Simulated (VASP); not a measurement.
A convergence study with VASP on Mo (bcc): a few settings are varied, all else stays as given below, so the limit is that of these other settings.

```yaml
crystal:
  lattice:
    - [-1.57500, 1.57500, 1.57500]
    - [1.57500, -1.57500, 1.57500]
    - [1.57500, 1.57500, -1.57500]
  atoms:
    - { symbol: Mo, position: [0.00000, 0.00000, 0.00000] }
```

These are PBEsol GGA, VASP's PBE PAW potentials (set 64) (plane waves; VASP) values and carry that method's errors. The last row used: 550 eV cut-off, 24×24×24 Γ-centred mesh, second-order Methfessel-Paxton smearing of 0.40 eV, potentials Mo_sv.

| setting | E (eV/atom) | pressure (GPa) | irreducible k-points |
|---|---|---|---|
| ISMEAR = -1, SIGMA = 0.01, 9×9×9 mesh | -11.7893 | -5.28 | 35 |
| ISMEAR = -1, SIGMA = 0.1, 9×9×9 mesh | -11.7907 | -4.96 | 35 |
| ISMEAR = 0, SIGMA = 0.01, 9×9×9 mesh | -11.7892 | -5.29 | 35 |
| ISMEAR = 0, SIGMA = 0.1, 9×9×9 mesh | -11.7898 | -5.19 | 35 |
| ISMEAR = 1, SIGMA = 0.01, 9×9×9 mesh | -11.7892 | -5.29 | 35 |
| ISMEAR = 1, SIGMA = 0.2, 9×9×9 mesh | -11.7903 | -5.25 | 35 |
| ISMEAR = 2, SIGMA = 0.05, 9×9×9 mesh | -11.7894 | -5.32 | 35 |
| ISMEAR = 2, SIGMA = 0.2, 9×9×9 mesh | -11.7900 | -5.23 | 35 |
| ISMEAR = -1, SIGMA = 0.01, 18×18×18 mesh | -11.7726 | -4.92 | 195 |
| ISMEAR = -1, SIGMA = 0.2, 18×18×18 mesh | -11.7708 | -4.44 | 195 |
| ISMEAR = 0, SIGMA = 0.01, 18×18×18 mesh | -11.7726 | -4.89 | 195 |
| ISMEAR = 0, SIGMA = 0.2, 18×18×18 mesh | -11.7719 | -4.77 | 195 |
| ISMEAR = 1, SIGMA = 0.01, 18×18×18 mesh | -11.7726 | -4.89 | 195 |
| ISMEAR = 1, SIGMA = 0.4, 18×18×18 mesh | … | -4.77 | 195 |
| ISMEAR = 2, SIGMA = 0.05, 18×18×18 mesh | -11.7726 | -4.93 | 195 |
| ISMEAR = 2, SIGMA = 0.4, 18×18×18 mesh | -11.7713 | -4.80 | 195 |
| ISMEAR = -1, SIGMA = 0.05, 24×24×24 mesh | -11.7738 | -4.77 | 413 |
| ISMEAR = -1, SIGMA = 0.2, 24×24×24 mesh | -11.7727 | -4.47 | 413 |
| ISMEAR = 0, SIGMA = 0.05, 24×24×24 mesh | -11.7735 | -4.80 | 413 |
| ISMEAR = 0, SIGMA = 0.2, 24×24×24 mesh | -11.7740 | -4.74 | 413 |
| ISMEAR = 1, SIGMA = 0.05, 24×24×24 mesh | -11.7735 | -4.81 | 413 |
| ISMEAR = 1, SIGMA = 0.4, 24×24×24 mesh | -11.7742 | -4.80 | 413 |
| ISMEAR = 2, SIGMA = 0.1, 24×24×24 mesh | -11.7735 | -4.81 | 413 |
| ISMEAR = 2, SIGMA = 0.4, 24×24×24 mesh | -11.7740 | -4.77 | 413 |

Question: Complete the blanks.

Answer: 
- ISMEAR = 1, SIGMA = 0.4, 18×18×18 mesh, E (eV/atom): -11.7711

Left out are rungs that failed or repeat a setting and relaxations that didn't move; long series are thinned to 24 rows.

The compound is Mo in the bcc structure. The cell was not relaxed at this level.
